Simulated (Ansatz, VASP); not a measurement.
## Cross-check of Al2SeS between VASP and Ansatz

Wanted: the spread between two codes on one cell, functional and k mesh. Of the first pair: The structure shown is the start of the Ansatz relaxation below; VASP solves that cell, so the two are compared at the walk's first step.

Program: Ansatz 0.2.0. Level of theory: plane waves, with VASP 6.6.1 beside it; single point at revPBE. Results are calculated unless marked as measured.

**1. The starting structure**

The cell holds 4 atoms: 1 Se, 1 S and 2 Al. Cell: a = 3.713 Å, b = 3.713 Å, c = 33.190 Å, α = 90.0°, β = 90.0°, γ = 120.0°. Vacuum lies along c. The height across the vacuum is the one that the program set for its solve, not the one typed.

Structure file:

```cif
data_structure
_symmetry_space_group_name_H-M 'P 1'
_symmetry_Int_Tables_number 1
_cell_length_a 3.7129
_cell_length_b 3.7129
_cell_length_c 33.1901
_cell_angle_alpha 90.000
_cell_angle_beta 90.000
_cell_angle_gamma 120.000
_cell_volume 396.25
loop_
_atom_site_label
_atom_site_type_symbol
_atom_site_fract_x
_atom_site_fract_y
_atom_site_fract_z
_atom_site_occupancy
Se1 Se 0.00000 0.00000 0.24131 1
S2 S 0.00000 0.00000 0.38277 1
Al3 Al 0.66667 0.33333 0.35179 1
Al4 Al 0.66667 0.33333 0.27757 1
```

**2. Ansatz: relaxation, revPBE**

Ansatz runs on its default PAW (the set named soft_2) files.

The two programs are compared at the cell with which this relaxation starts, whose forces are those of its first step.

File input.yaml:

```yaml
crystal:
  lattice:
    - [3.7128898814, 0.0, 0.0]
    - [-1.8564449407, 3.2154569588, 0.0]
    - [0.0, 0.0, 20.71316188]
  atoms:
    - { symbol: Se, position: [0.0, 0.0, 0.3866645] }
    - { symbol: S, position: [0.0, 0.0, 0.6133355] }
    - { symbol: Al, position: [0.6666666667, 0.3333333333, 0.56370333] }
    - { symbol: Al, position: [0.6666666667, 0.3333333333, 0.44477036] }
  periodic: [true, true, false]
kpoints:
  mp_grid: { grid: [7, 7, 1] }
scf:
  occupations: { method: fermi_dirac, width: 0.05 }
hamiltonian:
  xc: revpbe
output:
  forces: true
  stress: true
  write_density: true
  write_potential: true
  elf: true
  volumetric_format: npy
relax:
  f_tol: 0.02
  max_steps: 50
  cell: {}
```

Launch:

```console
> ansatz run input.yaml --threads 1 --pin off --max-ram 4096MiB --backend cpu --events-out ev --progress --plain --runs-dir out
```

Numbers of over 12 decimals in the logs are rounded to 6 here.

Output:

```text
Warning: crystal.periodic: the lattice vector that does not repeat stood 0.000° off the slab's normal, 20.713 Å along it as the deck builds it. The run solves the slab on a vector along the normal, 33.190 Å long, with every atom where it was (on the deck's vector they left 16.02 Å outside them, and the widest stretch free of ions among them is 2.46 Å). A fractional position that the run reports is one of the run's ce [...]
crystal.periodic: the lattice vector that does not repeat stood 0.000° off the slab's normal, 20.713 Å along it as the deck builds it. The run solves the slab on a vector along the normal, 33.190 Å long, with every atom where it was (on the deck's vector they left 16.02 Å outside them, and the widest stretch free of ions among them is 2.46 Å). A fractional position that the run reports is one of the run's cell, which [...]
Engine: ansatz 0.2.0, aarch64-unknown-linux-gnu
Pseudopotentials: kind: paw
Pseudopotential: Se, paw, valence charge 16, recommended cutoff 420 eV (normal), Se.paw.azcp
Pseudopotential: S, paw, valence charge 6, recommended cutoff 420 eV (normal), S.paw.azcp
Pseudopotential: Al, paw, valence charge 3, recommended cutoff 420 eV (normal), Al.paw.azcp
Functional definition: revPBE
  parameter kappa = 1.245
  parameter beta = 0.066725
  exchange = pbe_x(kappa = kappa, mu = beta*pi^2/3)
  correlation = pbe_c(beta = beta)
Crystal: 4 atoms, lattice volume = 396.245 Å³
Basis set: ecut = 420 eV, 7803 PW (Γ), exchange–correlation on 50×50×450 points (8 copies of the dense FFT grid, shifted against one another)
Bands: 18, of which v1, the nominal top of the filled ones, is band 14 counted from 1 (13 counted from 0)
Symmetry: 6 space group operations
Space group: P3m1 (ITA 156), of the structure as read, at distance tolerance 7.3e-5 Å
k-points: 8 of 49 (time reversal used)
Non-local potential: Se, projectors of the file, l = 0: 2, l = 1: 2, l = 2: 3, l = 3: 1
Non-local potential: S, projectors of the file, l = 0: 2, l = 1: 2, l = 2: 2
Non-local potential: Al, projectors of the file, l = 0: 2, l = 1: 2, l = 2: 1
PAW form: soft (Blöchl's): semilocal exchange-correlation on the pseudo side does not see the compensation charge
PAW frozen core: Se, regenerated for the run's functional, and the local potential with it (the file was generated under x = pbe(κ = 0.804, μ = 0.219515), c = pbe(β = 0.066725))
PAW frozen core: S, regenerated for the run's functional, and the local potential with it (the file was generated under x = pbe(κ = 0.804, μ = 0.219515), c = pbe(β = 0.066725))
PAW frozen core: Al, regenerated for the run's functional, and the local potential with it (the file was generated under x = pbe(κ = 0.804, μ = 0.219515), c = pbe(β = 0.066725))
[...]
Crystal: 4 atoms, lattice volume = 394.914 Å³
iter 1 solved again at ethr=5.95e-8 eV; its pass at ethr=3.10e-3 eV (dr2=1.67e-5 eV) is discarded
SCF iter   1: F=—  HF=-7460.423498 eV  |F-HF|=—  |Δ(HF+E_count)|=         —  Δρ=4.16e-5  dr2=1.60e-5  ethr=5.95e-8  ⟨swp⟩=3.0  Hψ=1209  notcnv=0
preconditioner: auto → Resta (q_TF=auto, 1.755 Å⁻¹)  ε∞=1.8  [insulator: Δε(μ)=2.139 eV  Ē_g=9.030 eV  σ=0.050 eV  W_gap=1.00  n_scr=18 (ndim 8)  ℏωp=7.9 eV  f_vac=0.734  D(μ)=0.00/eV (n_scr^D=0)  ε∞_Penn≈1.8  vacuum switching on, ρ_ref=5.9e-3 e/Å³]
SCF iter   2: F=—  HF=-7460.423419 eV  |F-HF|=—  |Δ(HF+E_count)|=   7.89e-5  Δρ=2.23e-5  dr2=6.22e-6  ethr=5.71e-8  ⟨swp⟩=2.0  Hψ=189  notcnv=0
SCF iter   3: F=—  HF=-7460.423412 eV  |F-HF|=—  |Δ(HF+E_count)|=   7.18e-6  Δρ=1.34e-5  dr2=5.36e-6  ethr=2.22e-8  ⟨swp⟩=2.2  Hψ=208  notcnv=0
SCF iter   4: F=—  HF=-7460.423411 eV  |F-HF|=—  |Δ(HF+E_count)|=   5.99e-7  Δρ=4.34e-6  dr2=1.14e-7  ethr=1.91e-8  ⟨swp⟩=2.1  Hψ=185  notcnv=0
SCF iter   5: F=—  HF=-7460.423411 eV  |F-HF|=—  |Δ(HF+E_count)|=   4.18e-8  Δρ=1.99e-6  dr2=3.72e-8  ethr=4.07e-10  ⟨swp⟩=3.1  Hψ=262  notcnv=0
SCF iter   6: F=-7460.423411 eV  HF=-7460.423411 eV  |F-HF|=4.97e-9  |Δ(HF+E_count)|=   1.14e-8  Δρ=6.44e-7  dr2=1.93e-9  ethr=2.27e-11  ⟨swp⟩=10.2  Hψ=1130  notcnv=0
SCF 4 converged in 6 iterations: F = -7460.423411 eV  dr2 = 1.93e-9
relax step   4: F+E_penalty+E_count = -7460.42341144 eV  Δ(F+E_penalty+E_count) = -5.330e-5 eV  max|allowed force component| = 3.752e-3 eV/Å  Δτ_max = 0.0012 Å  P = +0.004 N/m  Ω = 394.914 Å³  energy of the carried Pulay correction = +4.340e-5 eV  fix = [c, alpha, beta]  reactions: c +0.000 N/m  (6 SCF iters, dr2 threshold 6.35e-9 eV, accepted)
Initial wavefunctions: pseudopotential atomic-orbital guess (no wavefunctions were taken with the density)
iter 1 solved again at ethr=4.27e-7 eV; its pass at ethr=3.10e-3 eV (dr2=1.20e-4 eV) is discarded
SCF iter   1: F=—  HF=-7460.423451 eV  |F-HF|=—  |Δ(HF+E_count)|=         —  Δρ=2.06e-6  dr2=1.36e-8  ethr=4.27e-7  ⟨swp⟩=5.0  Hψ=1728  notcnv=0
eigensolver tolerance schedule: the retry pair's looser diagonalisation over-reported the residual by 8760.28 of it (diagonalisation noise at an unbounded share of the residual, at the tolerance the schedule requests for it); recorded, not acted on — ethr = c·dr2/N_el stays at c = 1.0e-1
SCF iter   2: F=—  HF=-7460.423369 eV  |F-HF|=—  |Δ(HF+E_count)|=   8.13e-5  Δρ=1.23e-6  dr2=1.75e-8  ethr=4.87e-11  ⟨swp⟩=5.0  Hψ=480  notcnv=0
SCF iter   3: F=—  HF=-7460.423369 eV  |F-HF|=—  |Δ(HF+E_count)|=   1.89e-9  Δρ=7.93e-7  dr2=2.62e-9  ethr=4.87e-11  ⟨swp⟩=2.2  Hψ=207  notcnv=0
SCF iter   4: F=—  HF=-7460.423369 eV  |F-HF|=—  |Δ(HF+E_count)|=   1.67e-9  Δρ=4.92e-7  dr2=2.54e-9  ethr=9.36e-12  ⟨swp⟩=3.0  Hψ=286  notcnv=0
SCF iter   5: F=—  HF=-7460.423369 eV  |F-HF|=—  |Δ(HF+E_count)|=   1.06e-9  Δρ=1.56e-7  dr2=9.20e-11  ethr=9.07e-12  ⟨swp⟩=2.1  Hψ=175  notcnv=0
SCF iter   6: F=—  HF=-7460.423369 eV  |F-HF|=—  |Δ(HF+E_count)|=  2.36e-10  Δρ=4.75e-8  dr2=4.35e-11  ethr=1.00e-12  ⟨swp⟩=2.9  Hψ=244  notcnv=0
SCF iter   7: F=-7460.423369 eV  HF=-7460.423369 eV  |F-HF|=3.64e-11  |Δ(HF+E_count)|=  2.36e-11  Δρ=1.75e-8  dr2=1.83e-12  ethr=1.00e-12  ⟨swp⟩=10.4  Hψ=1029  notcnv=0
SCF 5 converged in 7 iterations: F = -7460.423369 eV  dr2 = 1.83e-12
relax step   5: F+E_penalty+E_count = -7460.42336945 eV  Δ(F+E_penalty+E_count) = +4.199e-5 eV  max|allowed force component| = 3.751e-3 eV/Å  Δτ_max = 0.0000 Å  P = +0.003 N/m  Ω = 394.914 Å³  fix = [c, alpha, beta]  reactions: c +0.000 N/m  stress off target by 3.26e-3 N/m on what of the cell is left free  SCF on the basis re-selected at this cell (its energy is not comparable with the rows above)  (7 SCF iters)
basis re-selected at this cell: Δ(F+E_penalty+E_count) = +4.199e-5 eV, ΔP = -0.001 N/m vs the last step (what re-selecting the basis moved, of the pressure what is left beyond the Pulay correction that the steps carried, after the strain that the cell walked since its last selection, with what the two solves' SCF thresholds leave and, on support functions, any second-order correction that the steps lacked; it is no m [...]
WARN: The output density's exchange-correlation potential varies sharply where the density is thin. Do not read a vacuum level from v_tot or v_xc, or from such a field of the output density. On a cell that repeats whose density bears no net charge and no dipole along the vacuum's axis use v_es (v_loc + v_h of the components); under efield.dipole_correction with no amplitude use v_es + v_field, which holds any externa [...]
SCF converged after 7 iterations
Free energy (F): -7460.423369 eV
Harris-Foulkes:  -7460.423369 eV  (|F-HF|=3.64e-11)
Internal energy: -7460.423369 eV  (E = F + TS)
E sigma→0 (E₀):  -7460.423369 eV
Fermi energy:    -4.838651 eV
--- Per-component energies (eV) ---
  E_band       = -718.056056
  E_kinetic    = 269.143047
  E_local      = -38397.408488  (includes V_loc(G=0)·N_el)
  E_nonlocal   = -549.163390
  E_hartree    = 18995.888670
  E_xc         = -280.328042
  E_vxc        = -241.855802  (∫ρ·V_xc dr)
  E_paw        = -3456.036627  (= ΣΔE_a)
  E_vpaw       = 209.451785  (= ΣTr[D̂ρ^β])
  E_aug_tail   = -0.000590  (compensation charges beyond the density's cutoff)
  E_ewald      = 15957.735717
  E_core_change = -0.253666  (= ΣΔE_core)
  E_smearing   = -0.000000  (= −TS)
  E_closure    = 0.000000  (closes the sum)
  Σ components = -7460.423369   (vs F -7460.423369, Δ=0.00e0)
--- Forces (eV/Å), atoms counted from 1 ---
  atom   1  Se     0.00000000     0.00000000     0.00374306
  atom   2  S      0.00000000     0.00000000     0.00083301
  atom   3  Al     0.00000000    -0.00000000    -0.00082339
  atom   4  Al     0.00000000    -0.00000000    -0.00375027
  max |Σ_I F_I| component: 2.41e-6 eV/Å
--- 2D stress c σ (N/m, compression-positive) ---
        0.003257       0.000000       0.000000
        0.000000       0.003257       0.000000
        0.000000       0.000000       0.000000
  P = ½ c Tr σ = 0.0033 N/m
--- Band table (eV; the first three rows and the last of 8) ---
  k-point 0: bands = [... 10 lower, -7.5037, -6.3320, -6.3320, -6.0873, -2.9789, -2.0438, -0.7155, -0.7155]
  k-point 1: bands = [... 10 lower, -7.7112, -7.5155, -6.6080, -5.9460, -2.2145, -1.7419, -0.8487, -0.4368]
  k-point 2: bands = [... 10 lower, -8.1299, -8.1101, -7.1165, -6.0119, -3.1150, -2.1053, -0.8979, -0.7696]
  k-point 7: bands = [... 10 lower, -9.2150, -8.2688, -7.5023, -6.6191, -3.5616, -1.5657, -1.4768, -0.3586]
--- Relaxed structure (4 steps of the walk, 4 accepted, 1 SCFs on fresh bases) ---
  F+E_penalty+E_count = -7460.42336945 eV   max|allowed force component| = 3.751e-3 eV/Å   (the final SCF, on the basis selected at the relaxed cell)
  cell:  # Å, volume = 394.9142 Å³
    - [3.706649, 0.0, 0]
    - [-1.853325, 3.210052, 0]
    - [0, 0, 33.190146]
  atoms:
    - { symbol: Se, position: [2.312964634420331e-17, 4.6259292714256025e-18, 0.239171] }
    - { symbol: S, position: [2.312964634420331e-17, 4.6259292714256025e-18, 0.384686] }
    - { symbol: Al, position: [0.666667, 0.333333, 0.354010] }
    - { symbol: Al, position: [0.666667, 0.333333, 0.275572] }
```

Reading the cycles: dr2 is the Hartree energy of the density residual (eV), the measure of convergence; HF is the Harris–Foulkes estimate of the energy, which meets the free energy F at convergence.

**3. VASP: single point, revPBE, start cell, pair 1**

The same cell, functional, mesh and smearing now go to VASP, with its own data sets.

Lines of VASP's logs that name or quote its potential files are left out, and so is its time.

File INCAR:

```
SYSTEM = Al2SeS
PREC = Accurate
ENCUT = 400
EDIFF = 1E-06
NELM = 120
ISMEAR = -1
SIGMA = 0.05
LREAL = .FALSE.
ALGO = Normal
GGA = RE
NBANDS = 15
LORBIT = 11
LWAVE = .FALSE.
LCHARG = .FALSE.
ISIF = 2
LDIPOL = .TRUE.
IDIPOL = 3
DIPOL = 0.5 0.5 0.313
LVHAR = .TRUE.
LASPH = .TRUE.
GGA_COMPAT = .FALSE.
EFERMI = MIDGAP
NELMDL = -8
```

File POSCAR:

```
Al2SeS
1.0
    3.7128900000      0.0000000000      0.0000000000
   -1.8564450000      3.2154570000      0.0000000000
    0.0000000000      0.0000000000     33.1901460000
Se S Al
1 1 2
Direct
    0.0000000000      0.0000000000      0.2413078870
    0.0000000000      0.0000000000      0.3827677347
    0.6666666667      0.3333333333      0.3517935112
    0.6666666667      0.3333333333      0.2775703367
```

File KPOINTS:

```
Automatic mesh
0
Gamma
7 7 1
0 0 0
```

The projector-augmented-wave data sets are Se, S and Al (PBE family, release 64).

Launch:

```console
> mpirun -np 1 vasp_std
```

Output:

```text
[banner, memory and clock lines left out]
running    1 mpi-ranks, on    1 nodes
 distrk:  each k-point on    1 cores,    1 groups
 distr:  one band on    1 cores,    1 groups

 POSCAR found type information on POSCAR SeS Al
 POSCAR found :  3 types and       4 ions
|                                                                             |
|               ----> ADVICE to this user running VASP <----                  |
|                                                                             |
|     You enforced a specific xc type in the INCAR file but a different       |
|     [... a line on the potential file left out ...]
|     I HOPE YOU KNOW WHAT YOU ARE DOING!                                     |
|                                                                             |

 LDA part: xc-table for (Slater+PW92), standard interpolation
 POSCAR, INCAR and KPOINTS ok, starting setup
 FFT: planning ... GRIDC
 FFT: planning ... GRID_SOFT
 FFT: planning ... GRID
 WAVECAR not read
 entering main loop
       N       E                     dE             d eps       ncg     rms          rms(c)
DAV:   1     0.113718611518E+03    0.11372E+03   -0.45829E+03   240   0.651E+02
DAV:   2    -0.107572028434E+01   -0.11479E+03   -0.10675E+03   403   0.133E+02
DAV:   3    -0.171868387034E+02   -0.16111E+02   -0.15921E+02   324   0.596E+01
DAV:   4    -0.177212651929E+02   -0.53443E+00   -0.53358E+00   324   0.139E+01
DAV:   5    -0.177345633928E+02   -0.13298E-01   -0.13297E-01   347   0.220E+00
DAV:   6    -0.177350963129E+02   -0.53292E-03   -0.53292E-03   386   0.425E-01
DAV:   7    -0.177351025946E+02   -0.62817E-05   -0.62816E-05   355   0.415E-02
DAV:   8    -0.177351026721E+02   -0.77506E-07   -0.77516E-07   298   0.553E-03    0.753E+00
DAV:   9    -0.174012199762E+02    0.33388E+00   -0.55117E-01   324   0.373E+00    0.495E+00
DAV:  10    -0.173541388264E+02    0.47081E-01   -0.43721E-01   338   0.332E+00    0.109E+00
DAV:  11    -0.173481839291E+02    0.59549E-02   -0.34496E-02   352   0.117E+00    0.404E-01
DAV:  12    -0.173479601291E+02    0.22380E-03   -0.85862E-03   345   0.529E-01    0.283E-01
DAV:  13    -0.173476773618E+02    0.28277E-03   -0.73562E-04   310   0.186E-01    0.963E-02
DAV:  14    -0.173471070078E+02    0.57035E-03   -0.92232E-04   345   0.158E-01    0.568E-02
[...]
DAV:  19    -0.173470586033E+02   -0.13147E-04   -0.59134E-06   317   0.117E-02    0.991E-03
DAV:  20    -0.173470897023E+02   -0.31099E-04   -0.42542E-06   289   0.852E-03    0.108E-02
DAV:  21    -0.173471121519E+02   -0.22450E-04   -0.82593E-07   267   0.422E-03    0.203E-03
DAV:  22    -0.173471339296E+02   -0.21778E-04   -0.43424E-07   253   0.299E-03    0.340E-03
DAV:  23    -0.173471436602E+02   -0.97305E-05   -0.22908E-07   260   0.159E-03    0.143E-03
DAV:  24    -0.173471463429E+02   -0.26827E-05   -0.39694E-08   253   0.823E-04    0.637E-04
DAV:  25    -0.173471488443E+02   -0.25014E-05   -0.47259E-08   239   0.702E-04    0.562E-04
DAV:  26    -0.173471493894E+02   -0.54509E-06   -0.96520E-09   267   0.329E-04
   1 F= -.17347149E+02 E0= -.17347149E+02  d E =-.581378E-09
```

OUTCAR, selected parts (step 3):

```text
ion  position               nearest neighbor table
   1  0.000  0.000  0.241-   4 2.46   4 2.46   4 2.46
   2  0.000  0.000  0.383-   3 2.38   3 2.38   3 2.38
   3  0.667  0.333  0.352-   2 2.38   2 2.38   2 2.38   4 2.46
   4  0.667  0.333  0.278-   1 2.46   1 2.46   1 2.46   3 2.46

  LATTYP: Found a hexagonal cell.
 ALAT       =     3.7128900000
 C/A-ratio  =     8.9391676026

 Subroutine GETGRP returns: Found  6 space group operations
 (whereof  6 operations were pure point group operations)

The static configuration has the point symmetry C_3v.

 Found      8 irreducible k-points:

   k-points           NKPTS =      8   k-points in BZ     NKDIM =      8   number of bands    NBANDS=     15

   dimension x,y,z NGX =    24 NGY =   24 NGZ =  216
   dimension x,y,z NGXF=    48 NGYF=   48 NGZF=  432

   ENCUT  =  400.0 eV  29.40 Ry    5.42 a.u.   6.05  6.05 54.12*2*pi/ulx,y,z

   NELECT =      18.0000    total number of electrons

 k-points in reciprocal lattice and weights: Automatic mesh
   0.00000000  0.00000000  0.00000000       0.020
   0.14285714  0.00000000  0.00000000       0.122
   0.28571429  0.00000000  0.00000000       0.122
   0.42857143 -0.00000000  0.00000000       0.122
   0.14285714  0.14285714  0.00000000       0.122
   0.28571429  0.14285714  0.00000000       0.245
   0.42857143  0.14285714  0.00000000       0.122
   0.28571429  0.28571429  0.00000000       0.122

 dipolmoment           0.000000      0.000000      0.007688 electrons x Angstroem

 average (electrostatic) potential at core
       1 -61.1157       2 -94.6697       3 -83.8534       4 -83.5459

 E-fermi :  -2.7402

 k-point     1 :       0.0000    0.0000    0.0000
  band No.  band energies     occupation
    ...
      5      -5.2740      2.00000
      6      -5.2740      2.00000
      7      -4.2055      2.00000
      8      -4.2055      2.00000
      9      -3.9287      2.00000
     10      -0.7206      0.00000
     11       0.1210      0.00000
     12       1.3080      0.00000
     13       1.3080      0.00000
     14       1.6455      0.00000
    ...

 k-point     2 :       0.1429    0.0000    0.0000
  band No.  band energies     occupation
    ...
      5      -6.1338      2.00000
      6      -5.4817      2.00000
      7      -5.3816      2.00000
      8      -4.4807      2.00000
      9      -3.7967      2.00000
     10       0.0247      0.00000
     11       0.3267      0.00000
     12       1.2834      0.00000
     13       1.5996      0.00000
     14       1.7960      0.00000
    ...

 k-point     3 :       0.2857    0.0000    0.0000
  band No.  band energies     occupation
    ...
      5      -6.9700      2.00000
      6      -5.8952      2.00000
      7      -5.8808      2.00000
      8      -4.9870      2.00000
      9      -3.9322      2.00000
     10      -1.0683      0.00000
     11       0.1307      0.00000
     12       1.2665      0.00000
     13       1.6583      0.00000
     14       1.7053      0.00000
    ...

  Total       -0.1573388     -0.1573388      2.3382290      0.0000000     -0.0000000     -0.0000000
  in kB       -0.6361836     -0.6361836      9.4543936      0.0000000     -0.0000000     -0.0000000
  external PRESSURE =       2.7273421 kB  Pullay stress =       0.0000000 kB

  energy-cutoff  :      400.00
  volume of cell :      396.25
      direct lattice vectors                 reciprocal lattice vectors
     3.712890000  0.000000000  0.000000000     0.269331976  0.155498892  0.000000000
    -1.856445000  3.215457000  0.000000000     0.000000000  0.310997784  0.000000000
     0.000000000  0.000000000 33.190146000     0.000000000  0.000000000  0.030129425

 POSITION                                       TOTAL-FORCE (eV/Angst)
 -----------------------------------------------------------------------------------
      0.00000      0.00000      8.00904        -0.000000     -0.000000     -0.033264
      0.00000      0.00000     12.70412         0.000000      0.000000     -0.088185
      1.85645      1.07182     11.67608         0.000000      0.000000      1.064940
      1.85645      1.07182      9.21260        -0.000000      0.000000     -0.943491
 -----------------------------------------------------------------------------------
    total drift:                                0.000000      0.000000      0.000195

  FREE ENERGIE OF THE ION-ELECTRON SYSTEM (eV)
  ---------------------------------------------------
  free  energy   TOTEN  =       -17.3471493894 eV

  energy  without entropy=      -17.3471493888  energy(sigma->0) =      -17.34714939

 vacuum level on the upper side and lower side of the slab         2.232         2.116

 total charge
# of ion       s       p       d       tot
------------------------------------------
    1        1.457   2.428   0.029   3.914
    2        1.334   2.422   0.000   3.756
    3        0.410   0.348   0.000   0.758
    4        0.421   0.364   0.000   0.785
--------------------------------------------------
tot          3.622   5.562   0.029   9.213

[... 3 further parts left out ...]
```

[end of part 1 of 2]

[Lines on the potential files, build, host, timing and source positions are cut from VASP's logs without a mark.]

[Logs are printed without paths, hosts, clocks, repeated set-up lines and the standing remarks that a program may print on its own settings, such as how far it seeks lower states.]

[Hosts, paths, dates, database ids (printed as entryN), source tags and the programs' standing remarks are cut or masked in the printed files.]
